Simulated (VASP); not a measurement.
```
CELL_PARAMETERS angstrom
      4.12000     0.00000     0.00000
      0.00000     4.12000     0.00000
      0.00000     0.00000     4.12000
ATOMIC_POSITIONS crystal
  Cs 0.00000 0.00000 0.00000
  Cl 0.50000 0.50000 0.50000
```

Level of theory: PBE GGA, VASP's PBE PAW potentials (set 64) (plane waves; VASP 6.6.1). Run with 400 eV cut-off, 3×3×3 Monkhorst-Pack mesh, Gaussian smearing of 0.050 eV, potentials Cs_sv Cl.

Gaps are read on the run's mesh, which can miss a band edge. Unless said otherwise, spin-orbit coupling is left out, though it shifts the bands of the heavy elements here.

### Question
Estimate the energy per atom (σ→0), pressure, band gap (on the k-mesh) with the smallest direct gap where there is one.

### Answer

```json
{
 "band gap (on the k-mesh)": "5.27 eV",
 "smallest direct gap (on the k-mesh)": "5.27 eV",
 "energy per atom (σ→0)": "-314.5 kJ/mol of atoms",
 "pressure": "1.10 GPa"
}
```

Total energies compare only between runs with the same potentials, cut-off and functional.

The compound is CsCl in the CsCl type structure. The cell was not relaxed at this level. The k-mesh is coarse (spacing up to 0.51 per Å, 2π included), so the numbers may not be converged in it. The run is one of a series of settings (KPOINTS 3×3×3 Monkhorst-Pack mesh against the base run), some of them coarse on purpose.
